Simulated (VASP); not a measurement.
A run of VASP 6.6.1 is set up as follows.

File INCAR:

```
SYSTEM = Ta4NiO11
PREC = Normal ; ENCUT = 520
EDIFF = 1E-4 ; ISMEAR = 0
SIGMA = 0.15 ; LREAL = Auto
LASPH = .TRUE. ; NELM = 60
ALGO = Fast ; ISIF = 3
LWAVE = .FALSE. ; LCHARG = .FALSE.
ISPIN = 2 ; MAGMOM = 0 0 0 0 1 0 0 0 0 0 0 0 0 0 0 0
LORBIT = 11 ; LMAXMIX = 4
GGA = PE ; IBRION = 2
NSW = 24 ; EDIFFG = -0.08
```

Contents of KPOINTS:

```
regular mesh
0
G
  4 4 1
  0 0 0
```

Contents of POSCAR:

```
Ta4NiO11
1.0
    3.8000000000      0.0000000000      0.0000000000
    0.0000000000      3.8500000000      0.0000000000
    0.0000000000      0.0000000000     12.6000000000
Ta Ni O
4 1 11
Direct
    0.5000000000      0.0000000000      0.8250000000
    0.5000000000      0.0000000000      0.1750000000
    0.0000000000      0.0000000000      0.6510000000
    0.0000000000      0.0000000000      0.3490000000
    0.0000000000      0.0000000000      0.0000000000
    0.5000000000      0.0000000000      0.0000000000
    0.0000000000      0.5000000000      0.0000000000
    0.0000000000      0.0000000000      0.8250000000
    0.5000000000      0.5000000000      0.8250000000
    0.0000000000      0.0000000000      0.1750000000
    0.5000000000      0.5000000000      0.1750000000
    0.5000000000      0.0000000000      0.6510000000
    0.5000000000      0.0000000000      0.3490000000
    0.0000000000      0.0000000000      0.5000000000
    0.0000000000      0.5000000000      0.6510000000
    0.0000000000      0.5000000000      0.3490000000
```

Potentials or basis: VASP PAW PBE potentials, release 64 (Ta_pv, Ni, O).

Launch:

```bash
$ cat potpaw_PBE.64/Ta_pv/POTCAR potpaw_PBE.64/Ni/POTCAR potpaw_PBE.64/O/POTCAR > POTCAR
$ mpirun -np 4 vasp_std > vasp.out
```

(1) What does it give for the relaxed cell?

(2) Predict the space group after relaxing (to 0.05 Å).

(3) What does it give for the relaxed volume?

## Answers

(1) a = 3.934 Å, b = 3.834 Å, c = 13.389 Å, α = 90.00°, β = 90.00°, γ = 90.00°.

(2) Pmmm (No. 47).

(3) 12.62 Å³/atom.

Caveat: the k mesh is coarse (spacing up to 0.50 Å⁻¹), so the values aren't converged; a cell with one magnetic atom can't hold antiferromagnetic order, which such compounds often take.
